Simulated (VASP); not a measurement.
Level of theory: PBE GGA, VASP's PBE PAW potentials (set 64) (plane waves; VASP).

The input files of a VASP run:

KPOINTS:
```
Automatic
0
G
 4 4 3
```

**POSCAR**
```
La2S3
1
    4.6554290000     0.0000000000     0.0000000000
   -2.3277140000     4.0317200000     0.0000000000
    0.0000000000     0.0000000000     7.2538630000
La S
2 3
Direct
  0.3333330000   0.6666670000   0.2467000000
  0.6666670000   0.3333330000   0.7533000000
  0.0000000000   0.0000000000   0.0000000000
  0.3333330000   0.6666670000   0.6470000000
  0.6666670000   0.3333330000   0.3530000000
```

INCAR:
```
ALGO = Normal
EDIFF = 1E-6
ENCUT = 400
GGA = PE
ISIF = 2
ISMEAR = 0
LASPH = .True.
LCHARG = .False.
LMAXMIX = 6
LREAL = .False.
LWAVE = .False.
NELM = 100
PREC = Accurate
SIGMA = 0.05
SYSTEM = La2S3
```

POTCAR, in this order: La S (PBE.64 set). Program: vasp_std.

Problem. Estimate the energy per atom (σ→0), largest force.

Solution. 
```yaml
energy per atom (σ→0): -6.579 eV/atom
largest_force: 0.319 eV/Å
```

File OSZICAR:
```
...
DAV:   9    -0.328938808172E+02   -0.23721E-02   -0.11875E-02   832   0.107E+00    0.222E-01
DAV:  10    -0.328954239047E+02   -0.15431E-02   -0.24905E-03   664   0.440E-01    0.645E-02
DAV:  11    -0.328958747467E+02   -0.45084E-03   -0.67227E-04   792   0.188E-01    0.492E-02
DAV:  12    -0.328959744819E+02   -0.99735E-04   -0.17247E-04   696   0.949E-02    0.167E-02
DAV:  13    -0.328959998747E+02   -0.25393E-04   -0.38024E-05   672   0.484E-02    0.605E-03
DAV:  14    -0.328960032909E+02   -0.34162E-05   -0.90891E-06   592   0.189E-02    0.590E-03
DAV:  15    -0.328960037668E+02   -0.47589E-06   -0.11863E-06   448   0.122E-02
   1 F= -.32896004E+02 E0= -.32896004E+02  d E =-.265816E-12
```

The structure was generated: La2S3 was put into the A-La2O3 type (P-3m1), which need not be its known phase. The cell was not relaxed at this level.
